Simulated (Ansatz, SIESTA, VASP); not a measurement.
# One structure in several programs: MgWF6 (R-3, 8 atoms in the cell)

Self-consistent single point.

```xyz
8
Lattice="2.5697 1.4836 4.6580 -2.5697 1.4836 4.6580 0.0000 -2.9672 4.6580" Properties=species:S:1:pos:R:3 pbc="T T T"
Mg     0.0000     0.0000     6.9870
W      0.0000     0.0000     0.0000
F     -1.0009    -1.2617     8.1314
F      1.0009     1.2617     5.8426
F      1.5932    -0.2360     8.1314
F     -1.5932     0.2360     5.8426
F     -0.5922     1.4977     8.1314
F      0.5922    -1.4977     5.8426
```
Moments meant for the start (each program seeds them in its own way; μB, in the order of the atoms Mg W F F F F F F): 0.0 1.0 0.0 0.0 0.0 0.0 0.0 0.0.

Shared settings, as Ansatz (a program for electronic structure) writes them: kpoints.mp_grid.grid = 5 5 5; scf.occupations.method = fermi_dirac; scf.occupations.width = 0.01 eV. Potentials and cutoffs stand in the table.

```
code                                                                                                                            model  pressure (GPa)  largest force (eV/Å)  size of the net moment (μB/atom)       cutoff
------  -----------------------------------------------------------------------------------------------------------------------------  --------------  --------------------  --------------------------------  -----------
SIESTA  GGA PBEsol, numerical atomic orbitals TZP, PseudoDojo PBEsol standard norm-conserving potentials (rewritten from UPF to PSML)           -0.26                 0.125                              0.25  grid 300 Ry
VASP                                                                                       PBEsol, VASP's PBE PAW potentials (set 64)          -10.30                 0.161                              0.25       400 eV
Ansatz                                                                                        PBEsol, default PAW files made with PBE           -1.45                 0.361                              0.25      default
```

On Ansatz's run: spin-orbit coupling is off. With one magnetic atom in the cell only a parallel order is possible.

The spread over the programs that give each value: pressure within 10.04 GPa; largest force within 0.236 eV/Å; size of the net moment within 0.00 μB/atom.

SIESTA uses small atom-centred bases, whose incompleteness enters pressures, forces and empty levels differently from a plane-wave cutoff. Ansatz's pressure is given at a fixed set of plane waves, as the other plane-wave codes print theirs; with its correction for the finite basis it is -0.74 GPa (the shift of 0.71 GPa shows how far the cutoff is from converged).

On the base mesh (3 3 3) the same programs gave: Ansatz pressure -1.44 GPa; SIESTA pressure -0.26 GPa; VASP pressure -10.35 GPa.

VASP's run is marked for a possible Pulay error in its stress at this cutoff; no cutoff test was made.

The starting cell comes from a database of computed structures (which also holds hypothetical and non-ambient phases and stackings), without a prior relaxation at this level.

Keys are those of Ansatz 0.2.
